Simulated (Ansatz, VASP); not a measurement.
**Two plane-wave programs on Zr3AlN4**

Contents of INCAR:

```
SYSTEM = Zr3AlN4
  PREC = Accurate
  ENCUT = 520
  EDIFF = 1E-7
  ISMEAR = -1
  SIGMA = 0.05
  LREAL = .FALSE.
  LASPH = .TRUE.
  NELM = 100
  ALGO = Normal
  ISIF = 2
  LWAVE = .FALSE.
  LCHARG = .FALSE.
  GGA = PE
  NBANDS = 40
```

The input KPOINTS:

```
Automatic mesh
0
G
  8 8 3
  0 0 0
```

Contents of POSCAR:

```
Zr3AlN4
1.0
    3.2149150000      0.0000000000      0.0000000000
    0.0000000000      3.2149150000      0.0000000000
    0.0000000000      0.0000000000      8.9764450000
Zr Al N
3 1 4
Direct
    0.4916240000      0.5100730000      0.2449840000
    0.0044340000      0.0040120000      0.4984180000
    0.5085150000      0.4877870000      0.7571070000
   -0.0003580000      0.0051150000     -0.0012410000
    0.4811360000      0.5149690000      0.5040810000
   -0.0031430000     -0.0022570000      0.7733810000
    0.5131700000      0.4888950000     -0.0026680000
    0.0058430000     -0.0206570000      0.2210880000
```

Contents of input.yaml:

```yaml
crystal:
  lattice:
    - [3.214915, 0.0, 0.0]
    - [0.0, 3.214915, 0.0]
    - [0.0, 0.0, 8.976445]
  atoms:
    - { symbol: Zr, position: [0.491624, 0.510073, 0.244984] }
    - { symbol: Zr, position: [0.004434, 0.004012, 0.498418] }
    - { symbol: Zr, position: [0.508515, 0.487787, 0.757107] }
    - { symbol: Al, position: [-0.000358, 0.005115, -0.001241] }
    - { symbol: "N", position: [0.481136, 0.514969, 0.504081] }
    - { symbol: "N", position: [-0.003143, -0.002257, 0.773381] }
    - { symbol: "N", position: [0.51317, 0.488895, -0.002668] }
    - { symbol: "N", position: [0.005843, -0.020657, 0.221088] }
hamiltonian:
  xc: pbe
  pseudopotentials: { kind: paw }
kpoints:
  mp_grid: { grid: [8, 8, 3] }
scf:
  occupations: { method: fermi_dirac, width: 0.05 }
output:
  forces: true
  stress: true
  eigenvalues: true
```

Change from the starting cell: atoms moved at random, drawn with an rms of 0.05 Å.

Alike in both runs: task single point; functional PBE; k mesh 8 × 8 × 3; occupations fermi-dirac, width 0.05 eV; no spin polarisation.

|  | VASP | Ansatz |
| --- | --- | --- |
| version | VASP 6.6.1 | Ansatz 0.2.0 |
| potentials or method | VASP PAW PBE potentials, release 64 (Zr_sv, Al, N) | Ansatz PAW |
| plane-wave cutoff (eV) | 520 | 420 |
| valence electrons in the cell | 59 | 59 |

VASP gave:

| Quantity | Value |
| --- | --- |
| gap on the k mesh at the Fermi level (eV) | none |
| pressure (GPa) | -1.7 |
| largest component of the traceless stress (GPa) | 0.95 |
| rms of the force components (eV/Å) | 0.491 |

**Question.** What did Ansatz give for the same quantities?

**Answer.** gap on the k mesh at the Fermi level (eV): none; pressure (GPa): -1.9; largest component of the traceless stress (GPa): 0.91; rms of the force components (eV/Å): 0.489.

Atom by atom the forces differ by 0.003 eV/Å (rms over components). A gap of «none» marks a metal or a gap that the smearing closes. With one functional, cell and mesh, what is left measures potentials, basis and numerics.

Caveats: the pressure holds a Pulay correction of +0.4 GPa for the finite cutoff (Ansatz).
